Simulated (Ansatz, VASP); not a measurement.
**Ta2Al3 in VASP and in Ansatz**

```
CELL_PARAMETERS angstrom
4.09106 0.00000 0.00000
-2.04553 3.54296 0.00000
0.00000 0.00000 4.96211
ATOMIC_POSITIONS crystal
Ta 0.66667 0.33333 0.85756
Ta 0.33333 0.66667 0.14244
Al 0.66667 0.33333 0.36004
Al 0.33333 0.66667 0.63996
Al 0.00000 0.00000 0.00000
```

Change from the starting cell: species swapped into the Ga3Ni2 type (P-3m1, No. 164).

Alike in both runs: task single point; functional PBE; k mesh 6 × 6 × 4; occupations gaussian, width 0.1 eV; no spin polarisation.

|  | VASP | Ansatz |
| --- | --- | --- |
| version | VASP 6.6.1 | Ansatz 0.2.0 |
| potentials or method | VASP PAW PBE potentials, release 64 (Ta_pv, Al) | scalar-relativistic, plane waves, PAW |
| plane-wave cutoff (eV) | 520 | 420 |
| valence electrons in the cell | 31 | 35 |

Ansatz gave:

- gap on the k mesh at the Fermi level (eV): none
- rms of the force components (eV/Å): 0.405

Question: What did VASP give for the same quantities?

Answer: gap on the k mesh at the Fermi level (eV): none; rms of the force components (eV/Å): 0.413.

Atom by atom the forces differ by 0.009 eV/Å (rms over components). A gap of «none» marks a metal or a gap that the smearing closes. The two sets of potentials don't hold the same shells in valence.

 The runs have no spin-orbit coupling, so splittings on Ta are missing.
